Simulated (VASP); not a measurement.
Level of theory: rev-vdW-DF2, VASP's PBE PAW potentials (set 64) (plane waves; VASP).

VASP input:

### INCAR
```
! general
SYSTEM   = KMgF3
PREC     = Accurate
ENCUT    = 520
LREAL    = .FALSE.
LASPH    = .TRUE.

! electronic loop
EDIFF    = 1E-7
NELM     = 100
ALGO     = Normal

! smearing
ISMEAR   = -5

! functional
GGA      = MK
LUSE_VDW = .TRUE.
AGGAC    = 0.0
PARAM1   = 0.1234568
PARAM2   = 0.7114
ZAB_VDW  = -1.8867

! ions
ISIF     = 2

! output
LWAVE    = .FALSE.
LCHARG   = .TRUE.
LORBIT   = 11
NEDOS    = 601

! other
LEFG     = .TRUE.
```

KPOINTS:
```
Automatic mesh
0
Gamma
6 6 6
0 0 0
```

### POSCAR
```
KMgF3
1
    4.0001777389    -0.0000000000     0.0000000000
   -0.0000000000     4.0001777389    -0.0000000000
    0.0000000000    -0.0000000000     4.0001777389
K Mg F
1 1 3
Direct
  0.0000000000   0.0000000000   0.0000000000
  0.5000000000   0.5000000000   0.5000000000
  0.5000000000   0.0000000000   0.5000000000
  0.0000000000   0.5000000000   0.5000000000
  0.5000000000   0.5000000000   0.0000000000
```

POTCAR, in this order: K_sv Mg F (PBE.64 set). Program: vasp_std.

The run wrote:

File OUTCAR:
```
 ion  position               nearest neighbor table
   1  0.000  0.000  0.000-   3 2.83   4 2.83   5 2.83   3 2.83   4 2.83   4 2.83   5 2.83   4 2.83
                             3 2.83   5 2.83   3 2.83   5 2.83   2 3.46   2 3.46   2 3.46   2 3.46
   2  0.500  0.500  0.500-   3 2.00   4 2.00   5 2.00   5 2.00   3 2.00   4 2.00   1 3.46   1 3.46
                             1 3.46   1 3.46   1 3.46   1 3.46   1 3.46   1 3.46
   3  0.500  0.000  0.500-   2 2.00   2 2.00   1 2.83   1 2.83   1 2.83   1 2.83
   4  0.000  0.500  0.500-   2 2.00   2 2.00   1 2.83   1 2.83   1 2.83   1 2.83
   5  0.500  0.500  0.000-   2 2.00   2 2.00   1 2.83   1 2.83   1 2.83   1 2.83
  LATTYP: Found a simple cubic cell.
 ALAT       =     4.0001777389
 Subroutine PRICEL returns:
 Original cell was already a primitive cell.
 Subroutine GETGRP returns: Found 48 space group operations
The static configuration has the point symmetry O_h .
The dynamic configuration has the point symmetry O_h .
 Subroutine INISYM returns: Found 48 space group operations
 Subroutine IBZKPT returns following result:
 Found     20 irreducible k-points:

 Following reciprocal coordinates:
            Coordinates               Weight
  0.000000  0.000000  0.000000      1.000000
  0.166667  0.000000  0.000000      6.000000
  0.333333  0.000000  0.000000      6.000000
  0.500000  0.000000  0.000000      3.000000
...
```

**OSZICAR**
```
       N       E                     dE             d eps       ncg     rms          rms(c)
DAV:   1     0.258683674285E+03    0.25868E+03   -0.18033E+04   800   0.157E+03
DAV:   2    -0.817283775286E+01   -0.26686E+03   -0.25980E+03  1056   0.388E+02
DAV:   3    -0.187118381759E+02   -0.10539E+02   -0.10515E+02   952   0.770E+01
DAV:   4    -0.190488943653E+02   -0.33706E+00   -0.33649E+00  1384   0.113E+01
DAV:   5    -0.190501610905E+02   -0.12667E-02   -0.12667E-02   928   0.751E-01    0.895E+00
DAV:   6    -0.168626884010E+02    0.21875E+01   -0.94820E+00   880   0.227E+01    0.398E+00
DAV:   7    -0.168426150577E+02    0.20073E-01   -0.25038E-01  1068   0.342E+00    0.253E+00
DAV:   8    -0.168297322215E+02    0.12883E-01   -0.69965E-02   944   0.287E+00    0.289E-01
DAV:   9    -0.168292060846E+02    0.52614E-03   -0.14506E-02  1048   0.854E-01    0.119E-01
DAV:  10    -0.168293864255E+02   -0.18034E-03   -0.10877E-03  1052   0.248E-01    0.657E-02
DAV:  11    -0.168294198197E+02   -0.33394E-04   -0.19001E-04   944   0.111E-01    0.226E-02
DAV:  12    -0.168294081899E+02    0.11630E-04   -0.60921E-05   944   0.538E-02    0.166E-03
DAV:  13    -0.168294083057E+02   -0.11578E-06   -0.81572E-07   972   0.747E-03    0.105E-03
DAV:  14    -0.168294081664E+02    0.13934E-06   -0.12871E-07   640   0.284E-03    0.445E-04
DAV:  15    -0.168294081969E+02   -0.30510E-07   -0.13034E-08   612   0.108E-03
   1 F= -.16829408E+02 E0= -.16829408E+02  d E =0.000000E+00
```

### OUTCAR
```
------------------------ aborting loop because EDIFF is reached ----------------------------------------
  FORCE on cell =-STRESS in cart. coord.  units (eV):
  Direction    XX          YY          ZZ          XY          YZ          ZX
  --------------------------------------------------------------------------------------
  Total        0.0358727      0.0358727      0.0358727     -0.0000000      0.0000000     -0.0000000
  in kB        0.8979188      0.8979188      0.8979188     -0.0000000      0.0000000     -0.0000000
  external PRESSURE =       0.8979188 kB  Pullay stress =       0.0000000 kB
  volume of cell :       64.01
      direct lattice vectors                 reciprocal lattice vectors
     4.000177739  0.000000000  0.000000000     0.249988892  0.000000000  0.000000000
     0.000000000  4.000177739  0.000000000     0.000000000  0.249988892  0.000000000
     0.000000000  0.000000000  4.000177739     0.000000000  0.000000000  0.249988892
 POSITION                                       TOTAL-FORCE (eV/Angst)
 -----------------------------------------------------------------------------------
      0.00000      0.00000      0.00000         0.000000      0.000000      0.000000
      2.00009      2.00009      2.00009         0.000000      0.000000      0.000000
      2.00009      0.00000      2.00009         0.000000      0.000000      0.000000
      0.00000      2.00009      2.00009         0.000000      0.000000      0.000000
      2.00009      2.00009      0.00000         0.000000      0.000000      0.000000
 -----------------------------------------------------------------------------------
    total drift:                                0.000000      0.000000     -0.000000
  FREE ENERGIE OF THE ION-ELECTRON SYSTEM (eV)
  ---------------------------------------------------
  free  energy   TOTEN  =       -16.8294081969 eV

  energy  without entropy=      -16.8294081969  energy(sigma->0) =      -16.82940820

 total charge

# of ion       s       p       d       tot
------------------------------------------
    1        1.953   5.561   0.027   7.541
    2        0.123   0.157   0.077   0.357
    3        1.724   4.401   0.000   6.125
    4        1.724   4.401   0.000   6.125
    5        1.724   4.401   0.000   6.125
--------------------------------------------------
tot          7.250  18.920   0.104  26.274

 Electric field gradients after diagonalization (V/A^2)
 (convention: |V_zz| > |V_xx| > |V_yy|)
----------------------------------------------------------------------
 ion       V_xx      V_yy      V_zz     asymmetry (V_yy - V_xx)/ V_zz
----------------------------------------------------------------------
   1      -0.000    -0.000    -0.000      -0.775
   2      -0.000     0.000    -0.000      -0.181
   3     -22.320   -22.320    44.641       0.000
   4     -22.320   -22.320    44.641       0.000
   5     -22.320   -22.320    44.641       0.000
```
(Selected blocks of OUTCAR.)

The compound is KMgF3 in the cubic perovskite structure. It was relaxed first.
